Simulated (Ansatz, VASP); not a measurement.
## One calculation of SrBr3, two programs

File run.py:

```python
from ase.calculators.vasp import Vasp
from ase.dft.bandgap import bandgap
from ase.io import read

atoms = read('SrBr3.cif')
calc = Vasp(
    directory='calc',
    xc='rpbe',
    pp='PBE',
    setups='recommended',
    pp_version='54',
    prec='Accurate',
    encut=520,
    ediff=1e-06,
    ismear=0,
    sigma=0.02,
    lreal=False,
    lasph=True,
    nelm=100,
    algo='Normal',
    isif=2,
    lwave=False,
    lcharg=False,
    kpts=[5, 5, 5],
    gamma=True,
)
atoms.calc = calc

print('energy (eV):', atoms.get_potential_energy())
print('free energy (eV):', atoms.get_potential_energy(force_consistent=True))
print('forces (eV/A):')
print(atoms.get_forces())
print('stress (eV/A^3, Voigt):', atoms.get_stress())
print('Fermi level (eV):', calc.get_fermi_level())
gap, top, bottom = bandgap(calc)
print('band gap (eV):', gap, 'from (spin, k, band)', top, 'to', bottom)
```

Contents of SrBr3.cif:

```cif
data_SrBr3
_cell_length_a 6.76406221
_cell_length_b 6.76406221
_cell_length_c 6.02425800
_cell_angle_alpha 90.00000000
_cell_angle_beta 90.00000000
_cell_angle_gamma 120.00000000
_space_group_name_H-M_alt 'P1'
_space_group_name_Hall 'P 1'
_space_group_IT_number 1
loop_
_space_group_symop_operation_xyz
'x,y,z'
loop_
_atom_site_label
_atom_site_type_symbol
_atom_site_symmetry_multiplicity
_atom_site_Wyckoff_symbol
_atom_site_fract_x
_atom_site_fract_y
_atom_site_fract_z
_atom_site_occupancy
Sr1 Sr 1 a 0.3333333333 0.6666666667 0.7500000000 1
Sr2 Sr 1 a 0.6666666667 0.3333333333 0.2500000000 1
Br1 Br 1 a 0.1726970050 0.3453940100 0.2500000000 1
Br2 Br 1 a 0.1726970050 0.8273029950 0.2500000000 1
Br3 Br 1 a 0.6546059900 0.8273029950 0.2500000000 1
Br4 Br 1 a 0.8273029950 0.6546059900 0.7500000000 1
Br5 Br 1 a 0.8273029950 0.1726970050 0.7500000000 1
Br6 Br 1 a 0.3453940100 0.1726970050 0.7500000000 1
```

The input input.yaml:

```yaml
crystal:
  lattice:
    - [6.7640622058, 0.0, 0.0]
    - [-3.3820311029, 5.857849703, 0.0]
    - [0.0, 0.0, 6.024258]
  atoms:
    - { symbol: Sr, position: [0.3333333333, 0.6666666667, 0.75] }
    - { symbol: Sr, position: [0.6666666667, 0.3333333333, 0.25] }
    - { symbol: Br, position: [0.172697005, 0.34539401, 0.25] }
    - { symbol: Br, position: [0.172697005, 0.827302995, 0.25] }
    - { symbol: Br, position: [0.65460599, 0.827302995, 0.25] }
    - { symbol: Br, position: [0.827302995, 0.65460599, 0.75] }
    - { symbol: Br, position: [0.827302995, 0.172697005, 0.75] }
    - { symbol: Br, position: [0.34539401, 0.172697005, 0.75] }
hamiltonian:
  xc: rpbe
  pseudopotentials: { kind: paw }
kpoints:
  mp_grid: { grid: [5, 5, 5] }
scf:
  occupations: { method: gaussian, width: 0.02 }
output:
  forces: true
  stress: true
  eigenvalues: true
```

The cell comes from a database or a generator and needn't be the stable form of this composition.

Alike in both runs: task single point; functional RPBE; k mesh 5 × 5 × 5; occupations gaussian, width 0.02 eV; no spin polarisation.

|  | VASP | Ansatz |
| --- | --- | --- |
| version | VASP 6.6.1 | Ansatz 0.2.0 |
| potentials or method | VASP PAW PBE potentials, release 54 (Sr_sv, Br) | Ansatz PAW |
| plane-wave cutoff (eV) | 520 | 420 |
| valence electrons in the cell | 62 | 62 |

|  | VASP | Ansatz | Ansatz less VASP |
| --- | --- | --- | --- |
| gap on the k mesh at the Fermi level (eV) | none | none | - |
| pressure (GPa) | 1.6 | 1.6 | -0.05 |
| largest component of the traceless stress (GPa) | 0.22 | 0.24 | +0.017 |
| rms of the force components (eV/Å) | 0.025 | 0.024 | -0.0013 |

Atom by atom the forces differ by 0.001 eV/Å (rms over components). A gap of «none» marks a metal or a gap that the smearing closes.

Caveats: the PAW data sets were made with another functional, which shifts forces and pressure a little (VASP); the PAW data sets come from PBE, with cores solved anew for the run's functional, which leaves a small shift of forces and pressure (Ansatz).
